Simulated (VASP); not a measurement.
```
PbI2
1.0
    4.59977     0.00000     0.00000
   -2.29989     3.98352     0.00000
    0.00000     0.00000     7.23671
Pb I
1 2
Direct
  0.00000   0.00000   0.00000
  0.66667   0.33333   0.74095
  0.33333   0.66667   0.25905
```

Level of theory: PBE GGA, VASP's PBE PAW potentials (set 64) (plane waves; VASP). Settings: 300 eV cut-off, 7×7×4 Γ-centred mesh, Gaussian smearing of 0.010 eV, potentials Pb_d I.

Problem. Predict the energy per atom (σ→0).

Solution. 
```json
{
 "energy per atom (σ→0)": "-2.866 eV/atom"
}
```

The structure comes from a computed database's PbI2 entry; how it stands against other phases isn't given here. The cell was not relaxed at this level.
